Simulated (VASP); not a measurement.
Here is the system:

```
CELL_PARAMETERS angstrom
      1.91989    -3.32535     0.00000
      1.91989     3.32535     0.00000
      0.00000     0.00000     6.80901
ATOMIC_POSITIONS crystal
  Sn 0.00000 0.00000 0.00000
  Se 0.33333 0.66667 0.23173
  Se 0.66667 0.33333 0.76827
```

The numbers are results of PBE GGA, VASP's PBE PAW potentials (set 64) (plane waves; VASP 6.6.1), not measurements. Settings: 520 eV cut-off, 7×7×4 Γ-centred mesh, Gaussian smearing of 0.050 eV, potentials Sn_d Se.

Without a dispersion term in the relaxation, distances and binding between the weakly bound layers, chains or molecules are unreliable, and so is what depends on them.

The ions and cell shape at fixed volume are relaxed. Predict the relaxed structure.

```
CELL_PARAMETERS angstrom
      1.93582    -3.35294     0.00000
      1.93582     3.35294     0.00000
      0.00000     0.00000     6.69741
ATOMIC_POSITIONS crystal
  Sn 0.00000 0.00000 0.00000
  Se 0.33333 0.66667 0.23813
  Se 0.66667 0.33333 0.76187
```
Space group P-3m1 (164), at a tolerance of 0.03 Å.

How much energy does the relaxation gain?

The energy (σ→0) changes by -3.7 meV/atom, in 7 ionic steps.

The compound is SnSe2 in the 1T layered structure. This cell is one point of a volume scan, at 0.97 of the reference volume. Symmetry was kept, so distortions that lower it aren't found.
